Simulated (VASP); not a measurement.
The system is Cs2AgBiBr6.

```
Cs Ag Bi Br
1.0
     0.00000    5.61610    5.61610
     5.61610    0.00000    5.61610
     5.61610    5.61610    0.00000
Cs Ag Bi Br
2 1 1 6
Cartesian
  2.8081 2.8081 2.8081
  8.4242 8.4242 8.4242
  5.6161 5.6161 5.6161
  0.0000 0.0000 0.0000
  5.6161 2.8142 5.6161
  8.4180 5.6161 5.6161
  5.6161 8.4180 5.6161
  2.8142 5.6161 5.6161
  5.6161 5.6161 2.8142
  5.6161 5.6161 8.4180
```

| Property | Result |
| --- | --- |
| Program | VASP 6.6.1 |
| Task | relaxation of cell and atoms |
| Functional | PBE |
| Potentials or basis | VASP PAW PBE potentials, release 64 (Cs_sv, Ag, Bi_d, Br) |
| Cutoff | 600 eV |
| k mesh | 4 × 4 × 4 |
| Occupations | gaussian, width 0.03 eV |
| Spin | no spin polarisation |

At the start: pressure 1.9 GPa; volume 35.43 Å³/atom.

Question: How do energy, volume and symmetry change on relaxing?

Answer: Over 6 steps the energy falls by 13.8 meV/atom and the volume is 37.76 Å³/atom (+6.6 %); space group Fm-3m (No. 225, to 0.05 Å).

The path:
| step | energy change (eV) | largest force (eV/Å) | pressure (GPa) | volume (Å³) |
| --- | --- | --- | --- | --- |
| 1 | 0.0000 | 0.2944 | 1.87 | 354.27 |
| 2 | -0.1367 | 0.0207 | 0.10 | 375.86 |
| 3 | -0.1370 | 0.0353 | 0.02 | 377.00 |
| 4 | -0.1370 | 0.0292 | 0.05 | 376.53 |
| 5 | -0.1373 | 0.0193 | 0.04 | 376.84 |
| 6 | -0.1376 | 0.0058 | 0.02 | 377.59 |

Final structure:
```xyz
10
Lattice="0.0000 5.7367 5.7367 5.7367 0.0000 5.7367 5.7367 5.7367 0.0000" Properties=species:S:1:pos:R:3 pbc="T T T"
Cs    2.8684    2.8684    2.8684
Cs    8.6051    8.6051    8.6051
Ag    5.7367    5.7367    5.7367
Bi    0.0000    0.0000    0.0000
Br    5.7367    2.8840    5.7367
Br    8.5895    5.7367    5.7367
Br    5.7367    8.5895    5.7367
Br    2.8840    5.7367    5.7367
Br    5.7367    5.7367    2.8840
Br    5.7367    5.7367    8.5895
```
